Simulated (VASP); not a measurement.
Output of a VASP run:

OSZICAR:
```
       N       E                     dE             d eps       ncg     rms          rms(c)
DAV:   1     0.955169016102E+02    0.95517E+02   -0.10159E+04  2964   0.142E+03
DAV:   2    -0.429109622238E+02   -0.13843E+03   -0.13458E+03  3409   0.350E+02
DAV:   3    -0.491480859774E+02   -0.62371E+01   -0.61737E+01  5026   0.632E+01
DAV:   4    -0.492794890289E+02   -0.13140E+00   -0.13142E+00  3661   0.897E+00
DAV:   5    -0.492840420170E+02   -0.45530E-02   -0.45587E-02  4690   0.118E+00    0.236E+01
DAV:   6    -0.403257996411E+02    0.89582E+01   -0.81895E+00  3954   0.263E+01    0.783E+00
DAV:   7    -0.402442856530E+02    0.81514E-01   -0.94750E-01  3714   0.107E+01    0.156E+00
DAV:   8    -0.401455566508E+02    0.98729E-01   -0.91515E-01  3545   0.972E+00    0.101E+00
DAV:   9    -0.402669755786E+02   -0.12142E+00   -0.38613E-02  4000   0.215E+00    0.810E-01
DAV:  10    -0.403863057032E+02   -0.11933E+00   -0.92489E-02  3462   0.366E+00    0.233E-01
DAV:  11    -0.404123628559E+02   -0.26057E-01   -0.52852E-03  3759   0.791E-01    0.154E-01
DAV:  12    -0.404262802541E+02   -0.13917E-01   -0.39355E-02  3184   0.194E+00    0.191E-01
DAV:  13    -0.404336896682E+02   -0.74094E-02   -0.33930E-03  3724   0.539E-01    0.109E-01
DAV:  14    -0.404362375957E+02   -0.25479E-02   -0.78934E-04  3384   0.253E-01    0.229E-02
DAV:  15    -0.404371915927E+02   -0.95400E-03   -0.79303E-04  3334   0.269E-01    0.227E-02
DAV:  16    -0.404372158951E+02   -0.24302E-04   -0.36160E-05  4322   0.561E-02    0.114E-02
DAV:  17    -0.404372144427E+02    0.14524E-05   -0.25321E-06  3759   0.141E-02    0.781E-03
DAV:  18    -0.404372200957E+02   -0.56530E-05   -0.62398E-06  3369   0.279E-02    0.245E-03
DAV:  19    -0.404372237190E+02   -0.36233E-05   -0.93531E-07  3650   0.133E-02    0.264E-03
DAV:  20    -0.404372241135E+02   -0.39452E-06   -0.20345E-07  2679   0.573E-03    0.234E-03
DAV:  21    -0.404372245511E+02   -0.43755E-06   -0.12036E-07  1788   0.385E-03    0.291E-04
DAV:  22    -0.404372244098E+02    0.14130E-06   -0.26942E-08  1602   0.179E-03    0.283E-04
DAV:  23    -0.404372246460E+02   -0.23622E-06   -0.50627E-09  1562   0.662E-04    0.207E-04
DAV:  24    -0.404372246562E+02   -0.10179E-07   -0.17688E-09  1537   0.458E-04
   1 F= -.40437225E+02 E0= -.40437225E+02  d E =0.000000E+00
       N       E                     dE             ncg
```

### OUTCAR
```
------------------------ aborting loop because EDIFF is reached ----------------------------------------
  FORCE on cell =-STRESS in cart. coord.  units (eV):
  Direction    XX          YY          ZZ          XY          YZ          ZX
  --------------------------------------------------------------------------------------
  Total        0.0638532      0.0638532     -0.1483440      0.0000000      0.0000000      0.0000000
  in kB        3.3245678      3.3245689     -7.7236517      0.0000000      0.0000000      0.0000000
  external PRESSURE =      -0.3581717 kB  Pullay stress =       0.0000000 kB
  volume of cell :       30.77
      direct lattice vectors                 reciprocal lattice vectors
     1.581757627 -2.739685043  0.000000000     0.316104055 -0.182502730  0.000000000
     1.581757627  2.739685043  0.000000000     0.316104055  0.182502730  0.000000000
     0.000000000  0.000000000  3.550481965     0.000000000  0.000000000  0.281651902
 POSITION                                       TOTAL-FORCE (eV/Angst)
 -----------------------------------------------------------------------------------
      0.00000      0.00000      0.00000        -0.000000      0.000000     -0.000000
      1.58176      0.91323      1.77524         0.000000     -0.000000     -0.000000
      1.58176     -0.91323      1.77524        -0.000000     -0.000000      0.000000
 -----------------------------------------------------------------------------------
    total drift:                                0.000000     -0.000000      0.000000
  FREE ENERGIE OF THE ION-ELECTRON SYSTEM (eV)
  ---------------------------------------------------
  free  energy   TOTEN  =       -40.4372246562 eV

  energy  without entropy=      -40.4372246562  energy(sigma->0) =      -40.43722466

 total charge

# of ion       s       p       d       tot
------------------------------------------
    1        2.164   6.033   1.731   9.929
    2        0.680   1.241   0.000   1.921
    3        0.680   1.241   0.000   1.921
--------------------------------------------------
tot          3.524   8.516   1.731  13.771

 Electric field gradients after diagonalization (V/A^2)
 (convention: |V_zz| > |V_xx| > |V_yy|)
----------------------------------------------------------------------
 ion       V_xx      V_yy      V_zz     asymmetry (V_yy - V_xx)/ V_zz
----------------------------------------------------------------------
   1     -19.864   -19.861    39.725       0.000
   2      -1.081    -1.081     2.163       0.000
   3      -1.081    -1.081     2.163       0.000
```
(Selected blocks of OUTCAR.)

### POSCAR
```
ZrB2
1
    1.5817576274    -2.7396850430     0.0000000000
    1.5817576274     2.7396850430    -0.0000000000
    0.0000000000     0.0000000000     3.5504819648
Zr B
1 2
Direct
  0.0000000000   0.0000000000   0.0000000000
  0.3333330000   0.6666670000   0.5000000000
  0.6666670000   0.3333330000   0.5000000000
```

Q: Write an INCAR and KPOINTS that could have produced this output.

A: Several could match; the one computed here: the input of the run itself, r2SCAN+rVV10, plane waves, VASP's PBE PAW potentials (set 64).

### INCAR
```
SYSTEM = ZrB2
PREC = Accurate; ENCUT = 520; LREAL = .FALSE.
LASPH = .TRUE.
EDIFF = 1E-7; NELM = 100; ALGO = Normal
LMAXMIX = 4; LMIXTAU = .TRUE.
ISMEAR = -5
METAGGA = R2SCAN; LUSE_VDW = .TRUE.; BPARAM = 11.95
CPARAM = 0.0093
ISIF = 2
LWAVE = .FALSE.; LCHARG = .FALSE.; LORBIT = 11
NEDOS = 601
LEFG = .TRUE.
```

KPOINTS_OPT:
```
k-points along high-symmetry lines
6
Line-mode
Reciprocal
  0.000000   0.000000   0.000000 ! GAMMA
 -0.000000   0.500000   0.000000 ! M

 -0.000000   0.500000   0.000000 ! M
 -0.333333   0.666667   0.000000 ! K

 -0.333333   0.666667   0.000000 ! K
  0.000000   0.000000   0.000000 ! GAMMA

  0.000000   0.000000   0.000000 ! GAMMA
  0.000000   0.000000   0.500000 ! A

  0.000000   0.000000   0.500000 ! A
 -0.000000   0.500000   0.500000 ! L

 -0.000000   0.500000   0.500000 ! L
 -0.333333   0.666667   0.500000 ! H

 -0.333333   0.666667   0.500000 ! H
  0.000000   0.000000   0.500000 ! A

 -0.000000   0.500000   0.500000 ! L
 -0.000000   0.500000   0.000000 ! M

 -0.333333   0.666667   0.500000 ! H
 -0.333333   0.666667   0.000000 ! K
```

File KPOINTS:
```
K-points
0
gamma
  12 12 10
0 0 0
```

POTCAR, in this order: Zr_sv B (PBE.64 set). Program: vasp_std.

For a metal the tetrahedron method with Blöchl corrections gives inexact stress and forces.

The compound is ZrB2 in the AlB2 type structure. It was relaxed first.
